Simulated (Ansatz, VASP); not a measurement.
**Fe2O3 (Hematite): VASP beside Ansatz**

One calculation is typed for both programs; each brings its own data sets and cutoff. How far apart do they land?

Calculated with Ansatz 0.2.0; plane waves, with VASP 6.6.1 beside it; single point at r2SCAN, DFT+U.

In doubt: on Fe and Co compounds r2SCAN can change the orbital order between nearby geometries, unless the shell is half filled, which bears on forces and vibrations.

## 1. The starting structure

It takes space group R-3c (No. 167, trigonal). The conventional cell has a = 5.038 Å, b = 5.038 Å, c = 13.772 Å, α = 90.00°, β = 90.00°, γ = 120.00°. Nearest to Fe lie 6 O at 1.95 to 2.12 Å. Nearest to O lie 4 Fe at 1.95 to 2.12 Å. Farther neighbours and most contacts between anions are not listed.

## 2. VASP: single point, r2SCAN, DFT+U

With cell and atoms fixed, the geometry can't cause a difference; cores, projectors, grids and the points listed under the comparison can.

Lines of VASP's logs that name or quote its potential files are left out, and so is its time.

Contents of INCAR:

```
SYSTEM = Fe2O3
PREC = Normal
ENCUT = 480
EDIFF = 1E-06
NELM = 150
ISMEAR = 0
SIGMA = 0.05
LREAL = .FALSE.
ALGO = Normal
METAGGA = R2SCAN
LASPH = .TRUE.
NBANDS = 49
ISPIN = 2
MAGMOM = 3 -3 3 -3 0 0 0 0 0 0
LDAU = .TRUE.
LDAUTYPE = 2
LDAUL = 2 -1
LDAUU = 5 0
LDAUJ = 0 0
LDAUPRINT = 1
LMAXMIX = 4
LORBIT = 11
LWAVE = .FALSE.
LCHARG = .FALSE.
KPAR = 2
AMIX = 0.2
BMIX = 1E-04
AMIX_MAG = 0.8
BMIX_MAG = 1E-04
```

Contents of POSCAR:

```
Fe2O3
1.0
    2.5190000000      1.4543453281      4.5906666667
   -2.5190000000      1.4543453281      4.5906666667
    0.0000000000     -2.9086906562      4.5906666667
Fe O
4 6
Direct
    0.3553000000      0.3553000000      0.3553000000
    0.1447000000      0.1447000000      0.1447000000
    0.6447000000      0.6447000000      0.6447000000
    0.8553000000      0.8553000000      0.8553000000
    0.5559000000      0.2500000000      0.9441000000
    0.2500000000      0.9441000000      0.5559000000
    0.9441000000      0.5559000000      0.2500000000
    0.4441000000      0.7500000000      0.0559000000
    0.7500000000      0.0559000000      0.4441000000
    0.0559000000      0.4441000000      0.7500000000
```

Contents of KPOINTS:

```
Automatic mesh
0
Gamma
4 4 4
0 0 0
```

PAW data sets: Fe and O (PBE family, release 64).

Run with:

```console
> mpirun -np 2 vasp_std
```

Numbers of over 12 decimals in the logs are rounded to 6 here.

Log:

```text
[banner, memory and clock lines left out]
running    2 mpi-ranks, on    1 nodes
 distrk:  each k-point on    1 cores,    2 groups
 distr:  one band on    1 cores,    1 groups

 POSCAR found type information on POSCAR FeO
 POSCAR found :  2 types and      10 ions
|                                                                             |
|               ----> ADVICE to this user running VASP <----                  |
|                                                                             |
|     You enforced a specific xc type in the INCAR file but a different       |
|     [... a line on the potential file left out ...]
|     I HOPE YOU KNOW WHAT YOU ARE DOING!                                     |
|                                                                             |

 LDA part: xc-table for (None), standard interpolation
 POSCAR, INCAR and KPOINTS ok, starting setup
 FFT: planning ... GRIDC
 FFT: planning ... GRID_SOFT
 FFT: planning ... GRID
 WAVECAR not read
 entering main loop
       N       E                     dE             d eps       ncg     rms          rms(c)
DAV:   1     0.776035478001E+03    0.77604E+03   -0.30236E+04  2548   0.159E+03
DAV:   2     0.154901285681E+02   -0.76055E+03   -0.69648E+03  2607   0.427E+02
DAV:   3    -0.128655174494E+03   -0.14415E+03   -0.13624E+03  3059   0.209E+02
DAV:   4    -0.137250879967E+03   -0.85957E+01   -0.85343E+01  2951   0.568E+01
DAV:   5    -0.137547366019E+03   -0.29649E+00   -0.29604E+00  3454   0.102E+01    0.552E+01
DAV:   6    -0.103629332568E+03    0.33918E+02   -0.52678E+01  3862   0.948E+01    0.588E+01
DAV:   7    -0.102340814112E+03    0.12885E+01   -0.24015E+01  4512   0.640E+01    0.567E+01
DAV:   8    -0.103369900110E+03   -0.10291E+01   -0.48250E+00  3444   0.290E+01    0.307E+01
DAV:   9    -0.103311951952E+03    0.57948E-01   -0.93718E+00  3799   0.645E+01    0.316E+01
DAV:  10    -0.103375278443E+03   -0.63326E-01   -0.29616E+00  3539   0.275E+01    0.174E+00
DAV:  11    -0.103405900708E+03   -0.30622E-01   -0.26569E-01  2830   0.335E+00    0.967E-01
DAV:  12    -0.103408300808E+03   -0.24001E-02   -0.59441E-03  3199   0.613E-01    0.695E-01
DAV:  13    -0.103409985298E+03   -0.16845E-02   -0.23786E-02  3880   0.150E+00    0.651E-01
DAV:  14    -0.103410430320E+03   -0.44502E-03   -0.29159E-03  2992   0.662E-01    0.316E-01
DAV:  15    -0.103410474112E+03   -0.43792E-04   -0.28848E-03  4128   0.586E-01    0.211E-01
DAV:  16    -0.103410420602E+03    0.53509E-04   -0.66402E-04  3288   0.274E-01    0.881E-02
DAV:  17    -0.103410423044E+03   -0.24413E-05   -0.26499E-05  3504   0.484E-02    0.303E-02
DAV:  18    -0.103410422402E+03    0.64155E-06   -0.53917E-06  3240   0.245E-02
   1 F= -.10341042E+03 E0= -.10341042E+03  d E =-.128088E-20  mag=     0.0000
```

OUTCAR, selected parts (step 2):

```text
ion  position               nearest neighbor table
   1  0.355  0.355  0.355-   9 1.95  10 1.95   8 1.95   7 2.12   5 2.12   6 2.12   2 2.90   3 2.97
                             3 2.97   3 2.97
   2  0.145  0.145  0.145-   8 1.95  10 1.95   9 1.95   7 2.12   5 2.12   6 2.12   1 2.90   4 2.97
                             4 2.97   4 2.97
   3  0.645  0.645  0.645-   6 1.95   7 1.95   5 1.95  10 2.12   9 2.12   8 2.12   4 2.90   1 2.97
                             1 2.97   1 2.97
   4  0.855  0.855  0.855-   5 1.95   7 1.95   6 1.95  10 2.12   9 2.12   8 2.12   3 2.90   2 2.97
                             2 2.97   2 2.97
   5  0.556  0.250  0.944-   4 1.95   3 1.95   1 2.12   2 2.12
   6  0.250  0.944  0.556-   3 1.95   4 1.95   1 2.12   2 2.12
   7  0.944  0.556  0.250-   3 1.95   4 1.95   1 2.12   2 2.12
   8  0.444  0.750  0.056-   2 1.95   1 1.95   3 2.12   4 2.12
   9  0.750  0.056  0.444-   1 1.95   2 1.95   3 2.12   4 2.12
  10  0.056  0.444  0.750-   1 1.95   2 1.95   3 2.12   4 2.12

  LATTYP: Found a trigonal (rhomboedric) cell.
 ALAT       =     5.4345838643
 COS(alpha) =     0.5703114900

 Subroutine GETGRP returns: Found 12 space group operations
 (whereof  6 operations were pure point group operations)

The static configuration has the point symmetry S_6 .
 The point group associated with its full space group is D_3d.

 Found     13 irreducible k-points:

   k-points           NKPTS =     13   k-points in BZ     NKDIM =     13   number of bands    NBANDS=     49

   dimension x,y,z NGX =    30 NGY =   30 NGZ =   30
   dimension x,y,z NGXF=    60 NGYF=   60 NGZF=   60

   ENCUT  =  480.0 eV  35.28 Ry    5.94 a.u.   9.71  9.71  9.71*2*pi/ulx,y,z

   NELECT =      68.0000    total number of electrons

 k-points in reciprocal lattice and weights: Automatic mesh
   0.00000000  0.00000000  0.00000000       0.016
   0.25000000 -0.00000000  0.00000000       0.094
   0.50000000 -0.00000000  0.00000000       0.047
   0.25000000  0.25000000  0.00000000       0.094
   0.50000000  0.25000000  0.00000000       0.188
  -0.25000000  0.25000000  0.00000000       0.094
   0.50000000  0.50000000  0.00000000       0.047
   0.25000000  0.25000000  0.25000000       0.031
   0.50000000  0.25000000  0.25000000       0.094
  -0.25000000  0.25000000  0.25000000       0.094
   0.50000000  0.50000000  0.25000000       0.094
  -0.25000000  0.50000000  0.25000000       0.094
   0.50000000  0.50000000  0.50000000       0.016

atom =   1  type =  1  l = 2

 onsite density matrix

spin component  1

  1.0128 -0.0354 -0.0000 -0.0057 -0.0000
 -0.0354  1.0295 -0.0000 -0.0000 -0.0057
 -0.0000 -0.0000  0.9882  0.0000  0.0000
 -0.0057 -0.0000  0.0000  1.0295  0.0354
 -0.0000 -0.0057  0.0000  0.0354  1.0128

spin component  2

  0.1413 -0.0926 -0.0000 -0.0154 -0.0000
 -0.0926  0.1816 -0.0000 -0.0000 -0.0154
 -0.0000 -0.0000  0.0697  0.0000  0.0000
 -0.0154 -0.0000  0.0000  0.1816  0.0926
 -0.0000 -0.0154  0.0000  0.0926  0.1413

 occupancies and eigenvectors

  o =  0.0654  v =  0.0000  0.0000  0.0000  0.0000  0.0000 -0.1270  0.0007 -0.0000 -0.6285  0.7674      0.0000  0.0000  0.0000  0.0000  0.0000  0.0000  0.0000  0.0000  0.0000  0.0000
  o =  0.0654  v =  0.0000  0.0000  0.0000  0.0000  0.0000  0.7674  0.6285 -0.0000  0.0007  0.1270      0.0000  0.0000  0.0000  0.0000  0.0000  0.0000  0.0000  0.0000  0.0000  0.0000
  o =  0.0697  v =  0.0000  0.0000  0.0000  0.0000  0.0000  0.0000  0.0000  1.0000 -0.0000  0.0000      0.0000  0.0000  0.0000  0.0000  0.0000  0.0000  0.0000  0.0000  0.0000  0.0000
  o =  0.2575  v =  0.0000  0.0000  0.0000  0.0000  0.0000  0.1033 -0.0001 -0.0000 -0.7778 -0.6200      0.0000  0.0000  0.0000  0.0000  0.0000  0.0000  0.0000  0.0000  0.0000  0.0000
  o =  0.2575  v =  0.0000  0.0000  0.0000  0.0000  0.0000 -0.6200  0.7778 -0.0000 -0.0001 -0.1033      0.0000  0.0000  0.0000  0.0000  0.0000  0.0000  0.0000  0.0000  0.0000  0.0000
  o =  0.9844  v = -0.1247 -0.0000 -0.0000 -0.6219  0.7731  0.0000  0.0000  0.0000  0.0000  0.0000      0.0000  0.0000  0.0000  0.0000  0.0000  0.0000  0.0000  0.0000  0.0000  0.0000
  o =  0.9844  v = -0.7731 -0.6219  0.0000  0.0000 -0.1247  0.0000  0.0000  0.0000  0.0000  0.0000      0.0000  0.0000  0.0000  0.0000  0.0000  0.0000  0.0000  0.0000  0.0000  0.0000
  o =  0.9882  v =  0.0000 -0.0000 -1.0000  0.0000 -0.0000  0.0000  0.0000  0.0000  0.0000  0.0000      0.0000  0.0000  0.0000  0.0000  0.0000  0.0000  0.0000  0.0000  0.0000  0.0000
  o =  1.0580  v =  0.0990 -0.0000 -0.0000 -0.7831 -0.6140  0.0000  0.0000  0.0000  0.0000  0.0000      0.0000  0.0000  0.0000  0.0000  0.0000  0.0000  0.0000  0.0000  0.0000  0.0000
  o =  1.0580  v = -0.6140  0.7831 -0.0000 -0.0000 -0.0990  0.0000  0.0000  0.0000  0.0000  0.0000      0.0000  0.0000  0.0000  0.0000  0.0000  0.0000  0.0000  0.0000  0.0000  0.0000

atom =   2  type =  1  l = 2

 onsite density matrix

spin component  1

  0.1413  0.0926 -0.0000 -0.0154  0.0000
  0.0926  0.1816 -0.0000  0.0000 -0.0154
[...]
o =  0.9844  v =  0.0000  0.0000  0.0000  0.0000  0.0000 -0.1247  0.0000  0.0000 -0.6219 -0.7731      0.0000  0.0000  0.0000  0.0000  0.0000  0.0000  0.0000  0.0000  0.0000  0.0000
  o =  0.9844  v =  0.0000  0.0000  0.0000  0.0000  0.0000 -0.7731  0.6219 -0.0000  0.0000  0.1247      0.0000  0.0000  0.0000  0.0000  0.0000  0.0000  0.0000  0.0000  0.0000  0.0000
  o =  0.9882  v =  0.0000  0.0000  0.0000  0.0000  0.0000 -0.0000 -0.0000 -1.0000 -0.0000 -0.0000      0.0000  0.0000  0.0000  0.0000  0.0000  0.0000  0.0000  0.0000  0.0000  0.0000
  o =  1.0580  v =  0.0000  0.0000  0.0000  0.0000  0.0000  0.0990 -0.0000  0.0000 -0.7831  0.6140      0.0000  0.0000  0.0000  0.0000  0.0000  0.0000  0.0000  0.0000  0.0000  0.0000
  o =  1.0580  v =  0.0000  0.0000  0.0000  0.0000  0.0000 -0.6140 -0.7831  0.0000  0.0000  0.0990      0.0000  0.0000  0.0000  0.0000  0.0000  0.0000  0.0000  0.0000  0.0000  0.0000

 average (electrostatic) potential at core
       1 -52.8111       2 -52.8111       3 -52.8111       4 -52.8111       5 -74.1369
       6 -74.1369       7 -74.1369       8 -74.1369       9 -74.1369      10 -74.1369

 E-fermi :   3.2314

 spin component 1
 k-point     1 :       0.0000    0.0000    0.0000
  band No.  band energies     occupation
    ...
     30       2.4982      1.00000
     31       2.5851      1.00000
     32       2.5851      1.00000
     33       2.7040      1.00000
     34       2.7040      1.00000
     35       6.6032      0.00000
     36       6.8017      0.00000
     37       6.8017      0.00000
     38       7.0035      0.00000
     39       7.0323      0.00000
    ...

 k-point     2 :       0.2500   -0.0000    0.0000
  band No.  band energies     occupation
    ...
     30       1.8440      1.00000
     31       2.0598      1.00000
     32       2.3896      1.00000
     33       2.7355      1.00000
     34       2.8682      1.00000
     35       6.5282      0.00000
     36       6.6165      0.00000
     37       6.7696      0.00000
     38       6.9396      0.00000
     39       7.0664      0.00000
    ...

 k-point     3 :       0.5000   -0.0000    0.0000
  band No.  band energies     occupation
    ...
     30       2.1098      1.00000
     31       2.1601      1.00000
     32       2.2243      1.00000
     33       2.5015      1.00000
     34       2.7511      1.00000
     35       6.4203      0.00000
     36       6.4865      0.00000
     37       6.7594      0.00000
     38       6.8822      0.00000
     39       6.9329      0.00000
    ...

 k-point     4 :       0.2500    0.2500    0.0000
  band No.  band energies     occupation
    ...
     30       1.6501      1.00000
     31       2.2074      1.00000
     32       2.3147      1.00000
     33       2.6915      1.00000
     34       2.7416      1.00000
     35       6.4880      0.00000
     36       6.6610      0.00000
     37       6.7696      0.00000
     38       6.9573      0.00000
     39       7.0382      0.00000
    ...

 k-point     5 :       0.5000    0.2500    0.0000
  band No.  band energies     occupation
    ...
     30       1.7508      1.00000
     31       2.0552      1.00000
     32       2.1922      1.00000
     33       2.5884      1.00000
     34       2.7947      1.00000
     35       6.4128      0.00000
     36       6.5471      0.00000
     37       6.6684      0.00000
     38       6.9167      0.00000
     39       6.9618      0.00000
    ...

 k-point     6 :      -0.2500    0.2500    0.0000
  band No.  band energies     occupation
    ...
     30       1.8629      1.00000
     31       2.1234      1.00000
     32       2.3857      1.00000
     33       2.4543      1.00000
     34       2.9067      1.00000
     35       6.3979      0.00000
     36       6.5285      0.00000
     37       6.5935      0.00000
     38       6.9135      0.00000
     39       7.0203      0.00000
    ...

  Total       -1.2120241     -1.2120241     -2.2290294     -0.0000000      0.0000000      0.0000000
  in kB      -19.2441678    -19.2441678    -35.3918824     -0.0000000      0.0000000      0.0000000
  external PRESSURE =     -24.6267394 kB  Pullay stress =       0.0000000 kB

  energy-cutoff  :      480.00
  volume of cell :      100.91
      direct lattice vectors                 reciprocal lattice vectors
     2.519000000  1.454345328  4.590666667     0.198491465  0.114599101  0.072611095
    -2.519000000  1.454345328  4.590666667    -0.198491465  0.114599101  0.072611095
     0.000000000 -2.908690656  4.590666667     0.000000000 -0.229198201  0.072611095

 POSITION                                       TOTAL-FORCE (eV/Angst)
 -----------------------------------------------------------------------------------
      0.00000      0.00000      4.89319        -0.000000      0.000000     -0.398788
      0.00000      0.00000      1.99281        -0.000000      0.000000      0.398788
      0.00000      0.00000      8.87881        -0.000000      0.000000      0.398788
      0.00000      0.00000     11.77919        -0.000000      0.000000     -0.398788
      0.77056     -1.57404      8.03367        -0.069120     -0.119719     -0.000000
     -1.74844      0.11969      8.03367        -0.069120      0.119719     -0.000000
      0.97788      1.45435      8.03367         0.138239      0.000000     -0.000000
     -0.77056      1.57404      5.73833         0.069120      0.119719     -0.000000
      1.74844     -0.11969      5.73833         0.069120     -0.119719     -0.000000
     -0.97788     -1.45435      5.73833        -0.138239      0.000000     -0.000000
 -----------------------------------------------------------------------------------
    total drift:                               -0.000000      0.000000     -0.000000

  FREE ENERGIE OF THE ION-ELECTRON SYSTEM (eV)
  ---------------------------------------------------
  free  energy   TOTEN  =      -103.4104224020 eV

  energy  without entropy=     -103.4104224020  energy(sigma->0) =     -103.41042240

 total charge
# of ion       s       p       d       tot
------------------------------------------
    1        0.383   0.572   5.761   6.716
    2        0.383   0.572   5.761   6.716
    3        0.383   0.572   5.761   6.716
    4        0.383   0.572   5.761   6.716
    5        1.568   3.527   0.000   5.096
    6        1.568   3.527   0.000   5.096
    7        1.568   3.527   0.000   5.096
    8        1.568   3.527   0.000   5.096
    9        1.568   3.527   0.000   5.096
   10        1.568   3.527   0.000   5.096
--------------------------------------------------
tot         10.943  23.451  23.045  57.439

 magnetization (x)
# of ion       s       p       d       tot
------------------------------------------
    1        0.018   0.018   4.351   4.387
    2       -0.018  -0.018  -4.351  -4.387
    3        0.018   0.018   4.351   4.387
    4       -0.018  -0.018  -4.351  -4.387
    5        0.000   0.000   0.000   0.000
    6        0.000   0.000   0.000   0.000
    7        0.000   0.000   0.000   0.000
    8        0.000   0.000   0.000   0.000
    9        0.000   0.000   0.000   0.000
   10        0.000   0.000   0.000   0.000
--------------------------------------------------
tot          0.000   0.000  -0.000  -0.000

[... 2 further parts left out ...]
```

The run ends at a pressure of -2.46 GPa, with forces up to 0.40 eV/Å.

(Part 1 of 2 ends here.)

[Lines on the potential files, build, host, timing and source positions are cut from VASP's logs without a mark.]

[Logs are printed without paths, hosts, clocks, repeated set-up lines and the standing remarks that a program may print on its own settings, such as how far it seeks lower states.]

[Hosts, paths, dates, database ids (printed as entryN), source tags and the programs' standing remarks are cut or masked in the printed files.]
